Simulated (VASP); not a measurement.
Runs of VASP 6.6.1 on Ge2Sb2Te5. The structure is monoclinic, space group Cm (No. 8). Conventional cell: a = 13.678 Å, b = 6.132 Å, c = 9.672 Å, α = 90.00°, β = 134.93°, γ = 90.00°. Te (site symmetry m) has 2 Ge at 2.85 to 3.19 Å and 3 Sb at 3.07 to 3.14 Å as nearest neighbours. Te (site symmetry m) is surrounded by 2 Sb at 2.95 to 3.20 Å and 3 Ge at 3.07 to 3.08 Å. Around Te (site symmetry m) lie 3 Ge at 2.82 to 3.07 Å and 2 Sb at 3.14 to 3.19 Å. Around Te (site symmetry m) lie 2 Ge at 2.95 to 3.00 Å and 2 Sb at 3.02 to 3.06 Å. Te (site symmetry m) is surrounded by 3 Sb at 2.98 to 3.07 Å and 2 Ge at 3.05 to 3.20 Å. Sb (site symmetry m) has 6 Te at 2.95 to 3.19 Å as nearest neighbours. Sb (site symmetry m) is surrounded by 6 Te at 2.98 to 3.20 Å. Ge (site symmetry m) is surrounded by 6 Te at 2.82 to 3.19 Å. The cell comes from a database or a generator and needn't be the stable form of this composition.

```tsv
task	level	potentials or basis	k mesh	smearing	k mesh for the DOS	occupations for the DOS	gap on the mesh (eV)	pressure (GPa)	largest force (eV/Å)
band structure	PBE	VASP PAW PBE potentials, release 64 (Te, Sb, Ge_d)	4 × 4 × 3	fermi-dirac 0.05 eV	-	-	0.06	-0.2	0.15
atomic charges	PBE	VASP PAW PBE potentials, release 64 (Te, Sb, Ge_d)	4 × 4 × 3	gaussian 0.02 eV	-	-	0.06	-0.2	0.15
band structure	LDA	VASP PAW LDA potentials, release 64 (Te, Sb, Ge_d)	4 × 4 × 3	fermi-dirac 0.05 eV	-	-	0.07	-3.5	0.18
electron localisation function	PBE	VASP PAW PBE potentials, release 64 (Te, Sb, Ge_d)	4 × 4 × 3	gaussian 0.02 eV	-	-	0.06	-0.2	0.15
dielectric tensor	LDA	VASP PAW LDA potentials, release 64 (Te, Sb, Ge_d)	3 × 3 × 3	gaussian 0.02 eV	-	-	(b)	-	-
optical spectrum	LDA	VASP PAW LDA potentials, release 64 (Te, Sb, Ge_d)	4 × 4 × 3	gaussian 0.02 eV	-	-	0.06	-3.5	0.19
dielectric tensor	PBE	VASP PAW PBE potentials, release 64 (Te, Sb, Ge_d)	3 × 3 × 3	gaussian 0.02 eV	-	-	(a)	-	-
```

Alike in all rows: no spin polarisation; cell as given; cutoff (eV) 520.

**Question.** Estimate the missing entries.

**Answer.** (a) 0.92; (b) 0.89.

Caveats: spin-orbit coupling is left out, which moves the levels of the heavy elements; an odd mesh through Γ misses points on the zone boundary, where band edges often lie (some runs).

A k mesh can miss the band edges, and the runs leave out spin-orbit coupling on Ge, Sb, Te.

Not every run made on this cell is shown here.
